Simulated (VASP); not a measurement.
Given:

```
CELL_PARAMETERS angstrom
      2.30014    -3.98396     0.00000
      2.30014     3.98396     0.00000
      0.00000     0.00000     7.05324
ATOMIC_POSITIONS crystal
  Pb 0.00000 0.00000 0.00000
  I  0.33333 0.66667 0.26897
  I  0.66667 0.33333 0.73103
```

All values below come from optB88-vdW, VASP's PBE PAW potentials (set 64) (plane waves; VASP). Settings: 520 eV cut-off, 6×6×4 Γ-centred mesh, tetrahedra with Blöchl corrections, potentials Pb_d I.

Unless said otherwise, spin-orbit coupling is left out, though it shifts the bands of the heavy elements here.

Q: What does the run give for the energy per atom (σ→0), band gap (on the k-mesh) with the smallest direct gap where there is one?

A: 
```yaml
band gap (on the k-mesh): 2.17 eV
smallest direct gap (on the k-mesh): 2.17 eV
energy per atom (σ→0): -0.504 eV/atom
```

Total energies compare only between runs with the same potentials, cut-off and functional.

The compound is PbI2 in the 1T layered structure. It was relaxed first.
